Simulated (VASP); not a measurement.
Given:

```
NbC
1.0
    0.00000     2.39931     2.39931
    2.39931     0.00000     2.39931
    2.39931     2.39931     0.00000
Nb C
1 1
Direct
  0.00000   0.00000   0.00000
  0.25000   0.25000   0.25000
```

Computed with PBEsol GGA, VASP's PBE PAW potentials (set 64) (plane waves; VASP 6.6.1). Run with 520 eV cut-off, Gaussian smearing of 0.050 eV, potentials Nb_sv C.

Predict the band gap (along the path) with the smallest direct gap where there is one.

```yaml
band gap (along the path): none (metal, semimetal or under 0.01 eV)
```

The absolute energy has meaning only against runs of the same code, potentials and settings.

The structure was generated: NbC was put into the zinc blende type (F-43m), which need not be its known phase. It was relaxed first, which changed the volume by -35 %. The electron count is odd and the run is not spin-polarised, which forces a metal.
